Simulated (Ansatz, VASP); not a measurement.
# Na2W in VASP and in Ansatz

```xyz
3
Lattice="-1.6907 1.6907 5.5012 1.6907 -1.6907 5.5012 1.6907 1.6907 -5.5012" Properties=species:S:1:pos:R:3 pbc="T T T"
Na    0.0000    0.0000    3.7408
Na    0.0000    0.0000    7.2616
W     0.0000    0.0000    0.0000
```

Alike in both runs: task single point; functional PBE; k mesh 8 × 8 × 8; occupations gaussian, width 0.1 eV; no spin polarisation.

```csv
,VASP,Ansatz
version,VASP 6.6.1,Ansatz 0.2.0
potentials or method,"VASP PAW PBE potentials, release 64 (Na_pv, W_sv)","scalar-relativistic, plane waves, PAW"
plane-wave cutoff (eV),520,420
valence electrons in the cell,28,32
```

|  | VASP | Ansatz | Ansatz less VASP |
| --- | --- | --- | --- |
| gap on the k mesh at the Fermi level (eV) | none | none | - |
| pressure (GPa) | -0.2 | -0.3 | -0.04 |
| largest component of the traceless stress (GPa) | 9.87 | 9.88 | +0.014 |
| rms of the force components (eV/Å) | 0.315 | 0.314 | -0.0010 |

Atom by atom the forces differ by 0.001 eV/Å (rms over components). A gap of «none» marks a metal or a gap that the smearing closes. The two sets of potentials don't hold the same shells in valence.

Spin-orbit coupling is left out, which matters for the levels of W.
